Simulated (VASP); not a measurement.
Data:

```
Ti
1.0
    1.44487    -2.50259     0.00000
    1.44487     2.50259     0.00000
    0.00000     0.00000     4.58500
Ti
2
Direct
  0.33333   0.66667   0.25000
  0.66667   0.33333   0.75000
```

These are PBEsol GGA, VASP's PBE PAW potentials (set 64) (plane waves; VASP) values and carry that method's errors. Settings: 480 eV cut-off, 14×14×8 Γ-centred mesh, first-order Methfessel-Paxton smearing of 0.10 eV, potentials Ti_sv.

Energy and stress use the plane-wave basis of the starting cell.

### Question
The ions, cell shape and volume at an external pressure of 15.0 GPa are relaxed. What does this cell relax into?

### Answer

```
Ti
1.0
    1.39842    -2.42213     0.00000
    1.39842     2.42213     0.00000
    0.00000     0.00000     4.43478
Ti
2
Direct
  0.33333   0.66667   0.25000
  0.66667   0.33333   0.75000
```
Space group P6_3/mmc (194), at a tolerance of 0.03 Å.

### Question
How do energy and volume change from the first to the last step?

### Answer
The energy (σ→0) changes by +71.2 meV/atom and the volume by -9.4 %, in 4 ionic steps.

The compound is Ti in the hcp structure. This run relaxes it under an external pressure of 15 GPa. Symmetry was kept, so distortions that lower it aren't found.
